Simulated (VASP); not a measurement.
CsNiO2: equation of state with PBE

CsNiO2:

```
CELL_PARAMETERS angstrom
0.00000 4.26052 4.26052
4.26052 0.00000 4.26052
4.26052 4.26052 0.00000
ATOMIC_POSITIONS crystal
Cs 0.75000 0.75000 0.75000
Cs 0.50000 0.50000 0.50000
Ni 0.25000 0.25000 0.25000
Ni 0.00000 0.00000 0.00000
O 0.12500 0.62500 0.12500
O 0.12500 0.12500 0.62500
O 0.62500 0.12500 0.12500
O 0.12500 0.12500 0.12500
```

The cell comes from a database or a generator and needn't be the stable form of this composition.

```
Program                : VASP 6.6.1
Task                   : equation of state
Functional             : PBE
Potentials or basis    : VASP PAW PBE potentials, release 64 (Cs_sv, Ni, O)
Cutoff                 : 520 eV
k mesh                 : 6 × 6 × 6
Occupations            : fermi-dirac, width 0.05 eV
Spin                   : collinear spin, ferromagnetic start
Starting moments       : [0.0, 0.0, 1.0, 1.0, 0.0, 0.0, 0.0, 0.0] μB
Further INCAR settings : ALGO = Normal; EDIFF = 1e-07; NBANDS = 45
```

The equilibrium volume is 18.59 Å³/atom, the bulk modulus is 72 GPa and the pressure derivative of the bulk modulus is 4.6.

Energy against volume, from the lowest point:
| volume (Å³/atom) | energy (meV/atom) |
| --- | --- |
| 18.174 | 2.22 |
| 18.561 | 0.00 |
| 18.948 | 1.44 |
| 19.334 | 6.15 |
| 19.721 | 13.78 |
| 20.108 | 23.99 |
| 20.494 | 36.51 |

All runs of the series together: 25 min on 1 thread of Intel(R) Xeon(R) Platinum 8559C (Emerald Rapids) (shared host).

Spin-orbit coupling is left out, which matters for the levels of Cs.
